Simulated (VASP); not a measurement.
These are revPBE GGA, VASP's PBE PAW potentials (set 64) (plane waves; VASP 6.6.1) values and carry that method's errors. For the first row: Numerical set-up: 520 eV cut-off, 10×10×10 Γ-centred mesh, Gaussian smearing of 0.050 eV, potentials Na_pv F.

```
system           energy (eV/atom)
---------------  ----------------
NaF (rock salt)           -4.0943
Na atom                   -0.2207
F atom                    -0.7312
```

Atoms are spin-polarised in a large box without symmetry, with the spin fixed by Hund's rule, and may not be in the lowest state of each functional; no zero-point energy is added.

Question: What is the cohesive energy per atom of NaF?

Answer: The references average (1×(-0.2207) + 1×(-0.7312))/2 = -0.4759 eV, so the cohesive energy is -0.4759 − (-4.0943) = 3.618 eV/atom. Measured: 3.970 eV/atom at 0 K (as given by Daniel Mejia-Rodriguez et al., Physical Review B (2018), arXiv:1807.09216; static lattice: zero-point vibration energy added).
